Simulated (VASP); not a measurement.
All values below come from HSE06 screened hybrid with spin-orbit coupling, VASP's PBE PAW potentials (set 64) (plane waves; VASP 6.6.1).

VASP input:

### INCAR
```
! general
SYSTEM    =KTaO3
PREC      =Accurate
ENCUT     =450
LREAL     =.FALSE.
LASPH     =.TRUE.
ISYM      =3

! electronic loop
EDIFF     =1E-6
NELM      =60
ALGO      =Normal
LMAXMIX   =6

! smearing
ISMEAR    =0
SIGMA     =0.05

! functional
GGA       =PE
LHFCALC   =.TRUE.
AEXX      =0.25
HFSCREEN  =0.2
PRECFOCK  =Fast
GGA_COMPAT=.FALSE.

! spin
MAGMOM    =15*0
LSORBIT   =.TRUE.

! ions
ISIF      =0

! output
LWAVE     =.FALSE.
LCHARG    =.FALSE.
```

POSCAR:
```
KTaO3
1
    4.0202768332     0.0000000000     0.0000000000
    0.0000000000     4.0202768332     0.0000000000
    0.0000000000     0.0000000000     4.0202768332
K Ta O
1 1 3
Direct
  0.0000000000   0.0000000000   0.0000000000
  0.5000000000   0.5000000000   0.5000000000
  0.5000000000   0.0000000000   0.5000000000
  0.0000000000   0.5000000000   0.5000000000
  0.5000000000   0.5000000000   0.0000000000
```

**KPOINTS_OPT**
```
named points and PBE's band edges
6
Reciprocal
  0.000000   0.000000   0.000000 1 ! GAMMA
  0.500000   0.500000   0.500000 1 ! R
  0.500000   0.500000   0.000000 1 ! M
  0.000000   0.500000   0.000000 1 ! X
  0.464290   0.464290   0.464290 1 ! near an edge
  0.035710   0.035710   0.000000 1 ! near an edge
```

File KPOINTS:
```
K-points
0
G
  4 4 4
0 0 0
```

POTCAR, in this order: K_sv Ta_pv O (PBE.64 set). Program: vasp_ncl. Read from the step before: WAVECAR.

Q: Predict the energy per atom (σ→0), band gap (over the mesh, the named points and PBE's band edges).

A: 
```json
{
  "energy per atom (σ→0)": "-10.010 eV/atom",
  "band gap (over the mesh, the named points and PBE's band edges)": "3.26 eV"
}
```

File OSZICAR:
```
...
DAV:   3    -0.500498344380E+02    0.37770E-02   -0.28137E-02  1096   0.126E+00    0.769E-01
DAV:   4    -0.500488388151E+02    0.99562E-03   -0.41396E-03  1042   0.461E-01    0.432E-01
DAV:   5    -0.500486231981E+02    0.21562E-03   -0.16245E-03  1126   0.246E-01    0.251E-01
DAV:   6    -0.500486102753E+02    0.12923E-04   -0.11516E-04  1230   0.765E-02    0.146E-01
DAV:   7    -0.500485971555E+02    0.13120E-04   -0.22892E-05  1134   0.379E-02    0.847E-02
DAV:   8    -0.500485964137E+02    0.74181E-06   -0.40731E-06  1066   0.181E-02
   1 F= -.50048596E+02 E0= -.50048596E+02  d E =-.415953E-26  mag=     0.0000     0.0000     0.0000
       N       E                     dE             ncg
```

The compound is KTaO3 in the cubic perovskite structure. It was relaxed first.
